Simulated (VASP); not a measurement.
These are LDA (Ceperley-Alder, Perdew-Zunger), VASP's LDA PAW potentials (set 64) (plane waves; VASP) values and carry that method's errors.

Input for VASP

**POSCAR**
```
Ni
1
   -1.3580457229     1.3580457229     1.3580457229
    1.3580457229    -1.3580457229     1.3580457229
    1.3580457229     1.3580457229    -1.3580457229
Ni
1
Direct
  0.0000000000   0.0000000000   0.0000000000
```

**KPOINTS**
```
Automatic mesh
0
Gamma
17 17 17
0 0 0
```

INCAR:
```
SYSTEM=Ni
PREC=Accurate; ENCUT=400; LREAL=.FALSE.
LASPH=.TRUE.
EDIFF=1E-6; NELM=100; ALGO=Normal
LMAXMIX=4
ISMEAR=1; SIGMA=0.1
IBRION=2; NSW=60; ISIF=3
EDIFFG=-0.01
LWAVE=.FALSE.; LCHARG=.FALSE.
```

POTCAR, in this order: Ni (LDA.64 set). Program: vasp_std.

**Question.** What does the run give for the energy per atom (σ→0), volume per atom, band gap (on the k-mesh)?

**Answer.** 
```json
{
 "energy per atom (σ→0)": "-6.484 eV/atom",
 "band gap (on the k-mesh)": "none (metal, semimetal or under 0.01 eV)",
 "volume_per_atom": "10.01 Å^3/atom"
}
```

### OSZICAR
```
...
   2 F= -.64832740E+01 E0= -.64835605E+01  d E =0.133840E-04
       N       E                     dE             d eps       ncg     rms          rms(c)
DAV:   1    -0.648373704529E+01   -0.46327E-03   -0.71713E-03  3072   0.150E+00    0.175E-01
DAV:   2    -0.648342514709E+01    0.31190E-03   -0.62089E-03  3111   0.124E+00    0.763E-02
DAV:   3    -0.648330803742E+01    0.11711E-03   -0.86795E-04  3095   0.489E-01    0.251E-02
DAV:   4    -0.648329673024E+01    0.11307E-04   -0.17056E-05  3646   0.318E-02    0.356E-03
DAV:   5    -0.648329680231E+01   -0.72062E-07   -0.10780E-07  1531   0.336E-03
   3 F= -.64832968E+01 E0= -.64835836E+01  d E =-.941736E-05
```

The structure comes from a computed database's Ni entry (Im-3m); how it stands against other phases isn't given here. This run relaxes it. Symmetry was kept, so distortions that lower it aren't found. The start is the result of an earlier pass. The run is not spin-polarised, so no magnetic state was tried.
